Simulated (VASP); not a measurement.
CS2 under changes of volume

One of the cells (36.564 Å³/atom); the others are scaled copies at fixed shape and fractional positions:

```
S C
1.0
     3.66993   -3.01414    0.00000
     3.66993    3.01414    0.00000
     0.00000    0.00000    9.91650
S C
4 2
Cartesian
  3.6699 1.9199 8.7946
  3.6699 1.0943 3.8364
  3.6699 -1.0943 6.0801
  3.6699 -1.9199 1.1219
  3.6699 0.0000 4.9582
  0.0000 0.0000 0.0000
```

The cell comes from a database or a generator and needn't be the stable form of this composition.

* Program: VASP 6.6.1
* Functional: PBEsol
* Potentials or basis: VASP PAW PBE potentials, release 64 (S, C)
* Cutoff: 520 eV
* k mesh: 6 × 6 × 3
* Occupations: fermi-dirac, width 0.05 eV
* Spin: no spin polarisation

| volume (Å³/atom) | energy over the lowest point (meV/atom) | pressure (GPa) | gap on the mesh (eV) | largest force (eV/Å) |
| --- | --- | --- | --- | --- |
| 33.697 | 12.81 | 2.4 | 3.47 | 1.640 |
| 34.414 | 4.19 | 1.4 | 3.46 | 1.007 |
| 35.131 | 0.00 | 0.4 | 3.45 | 0.417 |
| 36.564 | ? | ? | ? | ? |
| 37.281 | 10.18 | -1.9 | 3.40 | 1.125 |
| 37.998 | 20.02 | -2.5 | 3.38 | 1.571 |

Q: What does the run at 36.564 Å³/atom give?

A: Energy over the lowest point 3.36 meV/atom; pressure -1.2 GPa; gap on the mesh 3.42 eV; largest force 0.646 eV/Å.

Worked out: A Birch-Murnaghan fit of order 3 (a polynomial in V^(-2/3)) to the other rows has its minimum at 35.52 Å³/atom with B0 = V·E''(V) = 42 GPa and B' = 3.8 at fixed shape and positions, which overstates the stiffness. It gives 3.35 meV/atom at 36.564 Å³/atom, against the run's 3.36, and -dE/dV = -1.2 GPa, against -1.2. A straight line through the other rows of the gap, of slope -0.761 eV per unit of ln V, gives 3.41 eV, against the run's 3.42.

Energies are extrapolated to zero smearing.

Caveats: the PAW data sets were made with another functional, which shifts forces and pressure a little; an odd mesh through Γ misses points on the zone boundary, where band edges often lie.
